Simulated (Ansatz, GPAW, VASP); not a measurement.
**CoSi2 (Fm-3m, 3 atoms in the cell) computed with different codes at matched settings**

Self-consistent single point.

```yaml
crystal:
  lattice:
    - [0.00000, 2.68000, 2.68000]
    - [2.68000, 0.00000, 2.68000]
    - [2.68000, 2.68000, 0.00000]
  atoms:
    - { symbol: Co, position: [0.00000, 0.00000, 0.00000] }
    - { symbol: Si, position: [0.25000, 0.25000, 0.25000] }
    - { symbol: Si, position: [0.75000, 0.75000, 0.75000] }
```

Shared settings, as Ansatz (a program for electronic structure) writes them: kpoints.mp_grid.grid = 14 14 14; scf.occupations.method = gaussian; scf.occupations.width = 0.272 eV. Potentials and cutoffs stand in the table.

| code | model | pressure (GPa) | cutoff |
|---|---|---|---|
| GPAW | PBEsol, GPAW PAW datasets PBEsol (made by gpaw-setup) | -3.51 | 800 eV |
| VASP | PBEsol, VASP's PBE PAW potentials (set 64) | -4.91 | 300 eV |
| Ansatz | PBEsol, default PAW files made with PBE | -4.90 | 420 eV |

On Ansatz's run: spin polarisation is off.

The spread over the programs that give each value: pressure within 1.40 GPa.

Ansatz's pressure is given at a fixed set of plane waves, as the other plane-wave codes print theirs; with its correction for the finite basis it is -4.82 GPa. In the pressure, GPAW (by 1.39) lies more than 1 GPa from the median of the plane-wave programs.

VASP's run is marked for a possible Pulay error in its stress at this cutoff; no cutoff test was made.

The starting cell has typed, rounded lattice constants, without a prior relaxation at this level.

Left out of this page: Quantum ESPRESSO, Elk, FLEUR and SIESTA (not drawn, or without a comparable value).

Keys are those of Ansatz 0.2.
